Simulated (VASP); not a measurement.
A convergence study with VASP on GaAs (zinc blende): a few settings are varied, all else stays as given below, so the limit is that of these other settings. The cell's lengths are 1 % over those of the tabulated start and one atom is moved, so it is off equilibrium.

```yaml
crystal:
  lattice:
    - [0.00000, 2.85325, 2.85325]
    - [2.85325, 0.00000, 2.85325]
    - [2.85325, 2.85325, 0.00000]
  atoms:
    - { symbol: Ga, position: [0.00000, 0.00000, 0.00000] }
    - { symbol: As, position: [0.23938, 0.26062, 0.26062] }
```

Method: LDA (Ceperley-Alder, Perdew-Zunger), VASP's LDA PAW potentials (set 64) (plane waves; VASP). The last row used: ADDGRID = .TRUE., 500 eV cut-off, 9×9×9 Γ-centred mesh, Gaussian smearing of 0.050 eV, potentials Ga_d As.

Gaps are read on the run's mesh, which can miss a band edge.

```csv
setting,E (eV/atom),pressure (GPa),gap on the mesh (eV),plane waves
"ADDGRID = unset, ENCUT = 200, PREC = Low",-4.5744,-31.83,0.060,310
"ADDGRID = unset, ENCUT = 200, PREC = Normal",-4.5737,-31.95,0.060,310
"ADDGRID = .TRUE., ENCUT = 200, PREC = Normal",-4.5740,-31.94,0.060,310
"ADDGRID = unset, ENCUT = 200, PREC = Accurate",-4.5764,-31.79,0.060,310
"ADDGRID = .TRUE., ENCUT = 200, PREC = Accurate",-4.5764,-31.81,0.060,310
"ADDGRID = unset, ENCUT = 300, PREC = Low",___,___,0.047,556
"ADDGRID = unset, ENCUT = 300, PREC = Normal",___,-3.26,0.047,556
"ADDGRID = .TRUE., ENCUT = 300, PREC = Normal",-4.8003,-3.26,0.047,556
"ADDGRID = unset, ENCUT = 300, PREC = Accurate",-4.8003,-3.27,0.047,556
"ADDGRID = .TRUE., ENCUT = 300, PREC = Accurate",-4.8003,-3.26,0.047,556
"ADDGRID = unset, ENCUT = 400, PREC = Low",-4.7996,-3.28,0.047,869
"ADDGRID = unset, ENCUT = 400, PREC = Normal",-4.7993,-3.38,0.047,869
"ADDGRID = .TRUE., ENCUT = 400, PREC = Normal",-4.7992,-3.39,0.047,869
"ADDGRID = unset, ENCUT = 400, PREC = Accurate",-4.7993,-3.39,0.047,869
"ADDGRID = .TRUE., ENCUT = 400, PREC = Accurate",-4.7993,-3.39,0.047,869
"ADDGRID = unset, ENCUT = 500, PREC = Low",-4.7999,-3.09,0.046,1243
"ADDGRID = unset, ENCUT = 500, PREC = Normal",-4.7996,-3.21,0.046,1243
"ADDGRID = .TRUE., ENCUT = 500, PREC = Normal",-4.7996,-3.20,0.046,1243
"ADDGRID = unset, ENCUT = 500, PREC = Accurate",-4.7996,-3.20,0.046,1243
"ADDGRID = .TRUE., ENCUT = 500, PREC = Accurate",-4.7996,-3.20,0.046,1243
```

Question: Complete the blanks.

Answer: 
- ADDGRID = unset, ENCUT = 300, PREC = Low, E (eV/atom): -4.8007
- ADDGRID = unset, ENCUT = 300, PREC = Low, pressure (GPa): -3.14
- ADDGRID = unset, ENCUT = 300, PREC = Normal, E (eV/atom): -4.8004

Left out are rungs that failed or repeat a setting and relaxations that didn't move; long series are thinned to 24 rows.

The compound is GaAs in the zinc blende structure. The cell was not relaxed at this level, it is distorted from the ideal structure.
